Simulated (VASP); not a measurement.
The input files of a VASP run:

KPOINTS:
```
Automatic mesh
0
Gamma
6 6 6
0 0 0
```

INCAR:
```
NELM  =  100   # most electronic steps
ENCUT  =  600   # plane-wave cut-off (eV)
PREC  =  Accurate
IBRION  =  2
LCHARG  =  .FALSE.
SYSTEM  =  CdF2
LMAXMIX  =  4
LWAVE  =  .FALSE.
NSW  =  40
EDIFF  =  1E-7
ALGO  =  Normal   # blocked Davidson
ISIF  =  3
PSTRESS  =  20   # kbar
LREAL  =  .FALSE.   # projection in real space or not
SIGMA  =  0.05
LASPH  =  .TRUE.
ISMEAR  =  0   # Gaussian
EDIFFG  =  -0.01   # ionic stop
GGA  =  PS   # PBEsol
```

### POSCAR
```
CdF2
1
   -0.0000000000     2.6811707051     2.6811707051
    2.6811707051     0.0000000000     2.6811707051
    2.6811707051     2.6811707051    -0.0000000000
Cd F
1 2
Direct
  0.0000000000   0.0000000000   0.0000000000
  0.2500000000   0.2500000000   0.2500000000
  0.7500000000   0.7500000000   0.7500000000
```

POTCAR, in this order: Cd F (PBE.64 set). Program: vasp_std.

Translate this PBEsol calculation to Ansatz.

One equivalent input (not run):
Ansatz 0.2 input:
```yaml
crystal:
  lattice:
    - [0.0000000, 2.6811707, 2.6811707]
    - [2.6811707, 0.0000000, 2.6811707]
    - [2.6811707, 2.6811707, 0.0000000]
  atoms:
    - { symbol: Cd, position: [0.0000000, 0.0000000, 0.0000000] }
    - { symbol: F, position: [0.2500000, 0.2500000, 0.2500000] }
    - { symbol: F, position: [0.7500000, 0.7500000, 0.7500000] }
kpoints:
  mp_grid: { grid: [6, 6, 6] }
hamiltonian:
  xc: pbesol
  pseudopotentials: { kind: paw }
scf:
  occupations: { method: gaussian, width: 0.05 }
  max_iter: 100
relax:
  max_steps: 40
  f_tol: 0.01
  cell: { p_target: 2 }
output: { forces: true, stress: true, eigenvalues: true }
```
What does not carry over: each code has its own PAW files, so the cut-off isn't converted (ENCUT is set for VASP's; basis.ecutwfc is left out, and Ansatz then takes the one that its files recommend); Ansatz stops its SCF on the density residual and VASP on the energy change (EDIFF).

The compound is CdF2 in the fluorite structure. It was relaxed first under an external pressure of 2 GPa.
